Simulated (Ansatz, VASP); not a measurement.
# Cross-check of BaZrSb2 (alpha-NaFeO2 type (invented)) between VASP and Ansatz, part 2 of 2

One calculation is typed for both programs; each brings its own data sets. How far apart do they land? The cell is generated by rule, not measured, and may not be a known phase. The cell is taken from a series of runs on this material, whose earlier steps may have relaxed, scaled, displaced or heated it; both programs get it as it stands.

VASP 6.6.1 and Ansatz 0.2.0.

So far: The structure; Ansatz: relaxation of cell and atoms, PBEsol.

## Step 3: VASP: relaxation of cell and atoms, PBEsol

Level of this step: PBEsol; plane waves and PAW (Ba_sv, Zr_sv, Sb); invented cell (VASP).

The same cell, functional, mesh and smearing now go to VASP, with its own data sets.

Lines of VASP's logs that name or quote its potential files are left out, and so is its time.

The input, INCAR:

```
SYSTEM = BaZrSb2
PREC = Accurate
ENCUT = 500
EDIFF = 1E-07
NELM = 120
ISMEAR = 0
SIGMA = 0.1
LREAL = .FALSE.
ALGO = Normal
GGA = PS
NBANDS = 22
LASPH = .TRUE.
LORBIT = 11
LWAVE = .FALSE.
LCHARG = .FALSE.
ISIF = 3
IBRION = 2
NSW = 80
EDIFFG = -0.005
GGA_COMPAT = .FALSE.
NELMIN = 4
KPAR = 2
```

The input, POSCAR:

```
BaZrSb2
1.0
    2.1421120000      1.2367490000      7.8340920000
   -2.1421120000      1.2367490000      7.8340920000
    0.0000000000     -2.4734980000      7.8340920000
Ba Zr Sb
1 1 2
Direct
    0.0000000000      0.0000000000      0.0000000000
    0.5000000000      0.5000000000      0.5000000000
    0.2342207623      0.2342207623      0.2342207623
    0.7657792803      0.7657792803      0.7657792803
```

The input, KPOINTS:

```
Automatic mesh
0
Gamma
12 12 12
0 0 0
```

Potentials, in the order of the species: Ba_sv, Zr_sv and Sb (PBE family, release 64).

On the command line:

```
mpirun -np 2 vasp_std
```

Numbers of over 12 decimals in the logs are rounded to 6 here.

The log of the run:

```text
[banner, memory and clock lines left out]
running    2 mpi-ranks, on    1 nodes
 distrk:  each k-point on    1 cores,    2 groups
 distr:  one band on    1 cores,    1 groups

 POSCAR found type information on POSCAR BaZrSb
 POSCAR found :  3 types and       4 ions
|                                                                             |
|               ----> ADVICE to this user running VASP <----                  |
|                                                                             |
|     You enforced a specific xc type in the INCAR file but a different       |
|     [... a line on the potential file left out ...]
|     I HOPE YOU KNOW WHAT YOU ARE DOING!                                     |
|                                                                             |

 LDA part: xc-table for (Slater+PW92), standard interpolation
 POSCAR, INCAR and KPOINTS ok, starting setup
 FFT: planning ... GRIDC
 FFT: planning ... GRID_SOFT
 FFT: planning ... GRID
 WAVECAR not read
 entering main loop
       N       E                     dE             d eps       ncg     rms          rms(c)
DAV:   1     0.242017304894E+03    0.24202E+03   -0.13435E+04  8316   0.124E+03
DAV:   2    -0.555553910318E+01   -0.24757E+03   -0.23851E+03 10290   0.286E+02
DAV:   3    -0.242905054477E+02   -0.18735E+02   -0.18441E+02 13738   0.740E+01
DAV:   4    -0.252855154986E+02   -0.99501E+00   -0.99046E+00 12090   0.143E+01
DAV:   5    -0.253480149066E+02   -0.62499E-01   -0.62496E-01 12318   0.255E+00    0.112E+01
DAV:   6    -0.236064168227E+02    0.17416E+01   -0.62805E+00 10776   0.111E+01    0.438E+00
DAV:   7    -0.236062265450E+02    0.19028E-03   -0.78874E-01 12294   0.388E+00    0.296E+00
DAV:   8    -0.235992313357E+02    0.69952E-02   -0.61399E-02 11234   0.146E+00    0.487E-01
DAV:   9    -0.235992118726E+02    0.19463E-04   -0.48167E-03 10850   0.455E-01    0.129E-01
DAV:  10    -0.235993466859E+02   -0.13481E-03   -0.65067E-04 11958   0.160E-01    0.381E-02
DAV:  11    -0.235993616488E+02   -0.14963E-04   -0.80827E-05 10354   0.516E-02    0.228E-02
DAV:  12    -0.235993620188E+02   -0.36999E-06   -0.88586E-06 11846   0.165E-02    0.603E-03
DAV:  13    -0.235993622501E+02   -0.23131E-06   -0.17500E-06 10814   0.818E-03    0.299E-03
DAV:  14    -0.235993618342E+02    0.41592E-06   -0.22946E-07  8932   0.268E-03    0.479E-04
DAV:  15    -0.235993618036E+02    0.30539E-07   -0.23464E-08  6252   0.102E-03
   1 F= -.23599362E+02 E0= -.23596772E+02  d E =-.235994E+02
[...]
2 F= -.23599713E+02 E0= -.23597144E+02  d E =-.351675E-03
[...]
3 F= -.23599840E+02 E0= -.23597264E+02  d E =-.478610E-03
[...]
4 F= -.23599939E+02 E0= -.23597366E+02  d E =-.985062E-04
 trial-energy change:   -0.000099  1 .order   -0.000098   -0.000118   -0.000078
 step:   2.4708(harm=  2.7239)  dis= 0.00178  next Energy=   -23.600005 (dE=-0.165E-03)
 bond charge predicted
       N       E                     dE             d eps       ncg     rms          rms(c)
DAV:   1    -0.236002934382E+02   -0.35447E-03   -0.25532E-02  8316   0.108E+00    0.974E-02
DAV:   2    -0.236000910754E+02    0.20236E-03   -0.56865E-04  9524   0.147E-01    0.530E-02
DAV:   3    -0.236000182269E+02    0.72848E-04   -0.13151E-04 10490   0.792E-02    0.159E-02
DAV:   4    -0.236000138974E+02    0.43295E-05   -0.14293E-05 10736   0.254E-02    0.680E-03
DAV:   5    -0.236000136310E+02    0.26642E-06   -0.18012E-06 10200   0.695E-03    0.250E-03
DAV:   6    -0.236000135474E+02    0.83543E-07   -0.12929E-07  7414   0.229E-03
   5 F= -.23600014E+02 E0= -.23597445E+02  d E =-.173134E-03
 curvature:  -1.45 expect dE=-0.214E-05 dE for cont linesearch -0.158E-05
 trial: gam=-0.08267 g(F)=  0.945E-06 g(S)=  0.531E-06 ort = 0.123E-04 (trialstep = 0.124E+01)
 search vector abs. value=  0.390E-06
 reached required accuracy - stopping structural energy minimisation
```

OUTCAR, selected parts (step 3):

```text
ion  position               nearest neighbor table
   1  0.000  0.000  0.000-   3 3.40   3 3.40   3 3.40   4 3.40   4 3.40   4 3.40
   2  0.500  0.500  0.500-   4 2.94   4 2.94   4 2.94   3 2.94   3 2.94   3 2.94
   3  0.234  0.234  0.234-   2 2.94   2 2.94   2 2.94   1 3.40   1 3.40   1 3.40
   4  0.766  0.766  0.766-   2 2.94   2 2.94   2 2.94   1 3.40   1 3.40   1 3.40

  LATTYP: Found a trigonal (rhomboedric) cell.
 ALAT       =     8.2153021475
 COS(alpha) =     0.8640224248

 Subroutine GETGRP returns: Found 12 space group operations
 (whereof 12 operations were pure point group operations)

The static configuration has the point symmetry D_3d.

 Found    189 irreducible k-points:

   k-points           NKPTS =    189   k-points in BZ     NKDIM =    189   number of bands    NBANDS=     22

   dimension x,y,z NGX =    60 NGY =   60 NGZ =   60
   dimension x,y,z NGXF=   120 NGYF=  120 NGZF=  120

   ENCUT  =  500.0 eV  36.75 Ry    6.06 a.u.  14.98 14.98 14.98*2*pi/ulx,y,z

   NELECT =      32.0000    total number of electrons

 k-points in reciprocal lattice and weights: Automatic mesh
   0.00000000  0.00000000  0.00000000       0.001
   0.08333333 -0.00000000  0.00000000       0.003
   0.16666667  0.00000000 -0.00000000       0.003
   0.25000000  0.00000000 -0.00000000       0.003
   0.33333333 -0.00000000 -0.00000000       0.003
   0.41666667  0.00000000  0.00000000       0.003
   0.50000000  0.00000000 -0.00000000       0.002
   0.08333333  0.08333333  0.00000000       0.003
   0.16666667  0.08333333 -0.00000000       0.007
[...]
-0.41666667  0.50000000  0.41666667       0.003
   0.50000000  0.50000000  0.50000000       0.001

 average (electrostatic) potential at core
       1 -33.9541       2 -78.5671       3 -85.8207       4 -85.8207

 E-fermi :   5.6610

 k-point     1 :       0.0000    0.0000    0.0000
  band No.  band energies     occupation
    ...
      9      -4.2514      2.00000
     10      -2.4400      2.00000
     11       1.8127      2.00000
     12       3.6476      2.00000
     13       3.6476      2.00000
     14       6.0530      0.00000
     15       6.1921      0.00000
     16       6.2421      0.00000
     17       6.2421      0.00000
     18       6.5937      0.00000
    ...

 k-point     2 :       0.0833   -0.0000    0.0000
  band No.  band energies     occupation
    ...
     10      -2.4702      2.00000
     11       1.9223      2.00000
     12       3.5816      2.00000
     13       3.6829      2.00000
     14       5.5765      1.76785
     15       5.8668      0.00361
     16       5.9107      0.00041
     17       6.1268      0.00000
     18       6.7413      0.00000
     19       6.9084      0.00000
    ...

 k-point     3 :       0.1667    0.0000   -0.0000
  band No.  band energies     occupation
    ...
     12       3.3983      2.00000
     13       3.7776      2.00000
     14       4.5194      2.00000
     15       5.4043      1.99972
     16       5.5317      1.93238
     17       6.1272      0.00000
     18       6.9829      0.00000
     19       7.1520      0.00000
     20       7.9139      0.00000
     21       8.1721      0.00000
    ...

  Total        0.0022627      0.0022627     -0.0058146      0.0000000      0.0000000      0.0000000
  in kB        0.0289697      0.0289697     -0.0744467      0.0000000      0.0000000      0.0000000
  external PRESSURE =      -0.0055024 kB  Pullay stress =       0.0000000 kB

  energy-cutoff  :      500.00
  volume of cell :      125.14
      direct lattice vectors                 reciprocal lattice vectors
     2.148798217  1.240609290  7.823545327     0.232688205  0.134342591  0.042606430
    -2.148798217  1.240609290  7.823545327    -0.232688205  0.134342591  0.042606430
     0.000000000 -2.481218579  7.823545327     0.000000000 -0.268685182  0.042606430

 POSITION                                       TOTAL-FORCE (eV/Angst)
 -----------------------------------------------------------------------------------
      0.00000     -0.00000      0.00000         0.000000      0.000000      0.000000
      0.00000      0.00000     11.73532         0.000000      0.000000      0.000000
      0.00000      0.00000      5.49559         0.000000      0.000000     -0.003130
      0.00000      0.00000     17.97505         0.000000     -0.000000      0.003130
 -----------------------------------------------------------------------------------
    total drift:                                0.000000      0.000000     -0.000128

  FREE ENERGIE OF THE ION-ELECTRON SYSTEM (eV)
  ---------------------------------------------------
  free  energy   TOTEN  =       -23.6000135474 eV

  energy  without entropy=      -23.5948769439  energy(sigma->0) =      -23.59744525

 reached required accuracy - stopping structural energy minimisation

 total charge
# of ion       s       p       d       tot
------------------------------------------
    1        2.016   5.576   0.389   7.981
    2        2.158   5.966   1.544   9.668
    3        1.132   1.395   0.019   2.545
    4        1.132   1.395   0.019   2.545
--------------------------------------------------
tot          6.438  14.332   1.970  22.740

[... 3 further parts left out ...]
```

Harder data sets than Ba_sv exist (the GW ones), and pressures, volumes and forces can shift noticeably with them.

## Step 4: Differences

Known differences besides the potentials themselves: the data sets hold 52 valence electrons in Ansatz (on its default PAW (the set named soft_2) files) and 32 in VASP; the cutoff is 420 eV in Ansatz and 500 eV in VASP; Ansatz makes its cores anew for this functional, VASP keeps those of its PBE data sets; Ansatz adds a Pulay correction to the stress that steers its cell, VASP none. Total energies have different zeros and are not compared.

Both answers:

| quantity | Ansatz | VASP | difference |
| --- | --- | --- | --- |
| volume (Å³) | 124.22 | 125.14 | -0.73 % |
| edge a after relaxation, in the typed setting (Å) | 8.195 | 8.208 | -0.15 % |

## Step 5: What came out

| Property | Result |
| --- | --- |
| difference in volume (relaxation of cell and atoms, PBEsol) | -0.73 % |

**Reading.** The difference in volume is -0.73 % (relaxation of cell and atoms, PBEsol), within the 1.2 % picked in this series as the mark of a large difference, as far as the stopping tolerances let one tell. The data sets hold unlike numbers of valence electrons (52 in Ansatz and 32 in VASP), so part of the differences comes from the potentials. How closely two codes agree says nothing of how well the functional describes the real material.

[Lines on the potential files, build, host, timing and source positions are cut from VASP's logs without a mark.]

[Logs are printed without paths, hosts, clocks, repeated set-up lines and the standing remarks that a program may print on its own settings, such as how far it seeks lower states.]

[Hosts, paths, dates, database ids (printed as entryN), source tags and the programs' standing remarks are cut or masked in the printed files.]
